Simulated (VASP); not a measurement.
## Sr2Re: relaxation of cell and atoms with PBE+D3(BJ)

Sr2Re:

```
Sr Re
1.0
     6.59905    0.00000    0.00000
     0.00000    6.59905    0.00000
     0.00000    0.00000    6.59905
Sr Re
8 4
Direct
  0.25000 0.25000 0.75000
  0.25000 0.75000 0.25000
  0.75000 0.75000 0.75000
  0.75000 0.25000 0.25000
  0.50000 0.00000 0.00000
  0.00000 0.50000 0.00000
  0.00000 0.00000 0.50000
  0.50000 0.50000 0.50000
  0.00000 0.00000 0.00000
  0.00000 0.50000 0.50000
  0.50000 0.00000 0.50000
  0.50000 0.50000 0.00000
```

The cell was built by a generator and needn't be a form met in nature.

```
Program                : VASP 6.6.1
Task                   : relaxation of cell and atoms
Functional             : PBE
Dispersion             : D3(BJ)
Potentials or basis    : VASP PAW PBE potentials, release 64 (Sr_sv, Re)
Cutoff                 : 600 eV
k mesh                 : 4 × 4 × 4
Occupations            : methfessel-paxton, width 0.2 eV
Spin                   : no spin polarisation
Further INCAR settings : ALGO = Normal; EDIFF = 1e-07; IBRION = 2; EDIFFG = -0.02; NSW = 60; ISIF = 3
```

The relaxed volume is 31.01 Å³/atom and the relaxed cell is a = 7.192 Å, b = 7.192 Å, c = 7.192 Å, α = 90.00°, β = 90.00°, γ = 90.00°. The space group after relaxing (to 0.05 Å) is F-43m (No. 216) and the energy gained by relaxing is 223.0 meV/atom. The ionic steps are 2. The pressure after relaxing is 0.1 GPa and the band gap on the k mesh is none (metal or under the smearing width). The dispersion energy per atom is -0.333 eV.

The path:
| step | energy change (eV) | largest force (eV/Å) | pressure (GPa) | volume (Å³) |
| --- | --- | --- | --- | --- |
| 1 | 0.0000 | 0.0000 | 12.47 | 287.37 |
| 2 | -2.6755 | 0.0000 | 0.05 | 372.07 |

Final structure:
```xyz
12
Lattice="7.1924 0.0000 0.0000 0.0000 7.1924 0.0000 0.0000 0.0000 7.1924" Properties=species:S:1:pos:R:3 pbc="T T T"
Sr    1.7981    1.7981    5.3943
Sr    1.7981    5.3943    1.7981
Sr    5.3943    5.3943    5.3943
Sr    5.3943    1.7981    1.7981
Sr    3.5962    7.1924    0.0000
Sr    7.1924    3.5962    0.0000
Sr    7.1924    7.1924    3.5962
Sr    3.5962    3.5962    3.5962
Re    7.1924    0.0000    0.0000
Re    7.1924    3.5962    3.5962
Re    3.5962    0.0000    3.5962
Re    3.5962    3.5962    0.0000
```

Levels at points of the mesh, in eV from the Fermi level:
```tsv
k point	band 50	band 51	band 52	band 53	band 54	band 55	band 56	band 57	band 58	band 59
(0.00, 0.00, 0.00)	-0.23	0.01	0.01	0.01	0.01	0.01	0.01	0.09	0.09	0.09
(0.50, 0.00, 0.00)	-0.12	-0.12	-0.12	-0.11	-0.11	0.05	0.05	0.19	0.19	0.76
(0.50, 0.50, 0.00)	-0.35	-0.35	-0.35	0.14	0.14	0.14	0.14	0.44	0.44	0.44
(0.50, 0.50, 0.50)	-0.24	-0.24	-0.24	-0.08	-0.08	-0.08	-0.08	-0.08	-0.08	-0.08
```

It took 16 min on 1 thread of Intel(R) Xeon(R) Platinum 8488C (Sapphire Rapids), with other jobs on the host, peak memory 0.53 GiB.

Caveat: the volume moved by over 15 % at a fixed basis, so the end points are rough; pairwise dispersion overbinds metals, which lowers pressure and volume. The run has no spin-orbit coupling, so splittings on Re are missing.
